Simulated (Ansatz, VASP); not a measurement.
Two plane-wave programs on ScTlS3

```
Sc Tl S
1.0
     5.08917    0.00000    0.00000
     0.00000    5.08917    0.00000
     0.00000    0.00000    5.08917
Sc Tl S
1 1 3
Direct
  0.00000 0.00000 0.00000
  0.50000 0.50000 0.50000
  0.50000 0.00000 0.00000
  0.00000 0.50000 0.00000
  0.00000 0.00000 0.50000
```

Alike in both runs: task single point; functional PBE; k mesh 4 × 4 × 4; occupations gaussian, width 0.1 eV; no spin polarisation.

|  | VASP | Ansatz |
| --- | --- | --- |
| version | VASP 6.6.1 | Ansatz 0.2.0 |
| potentials or method | VASP PAW PBE potentials, release 64 (Sc_sv, Tl_d, S) | scalar-relativistic, plane waves, PAW |
| plane-wave cutoff (eV) | 520 | 420 |
| valence electrons in the cell | 42 | 42 |

|  | VASP | Ansatz | Ansatz less VASP |
| --- | --- | --- | --- |
| gap on the k mesh at the Fermi level (eV) | none | none | - |
| pressure (GPa) | -1.4 | -1.4 | -0.05 |

A gap of «none» marks a metal or a gap that the smearing closes. The functional is the same, so the differences come from potentials, cutoffs and numerics.

The runs have no spin-orbit coupling, so splittings on Tl are missing.
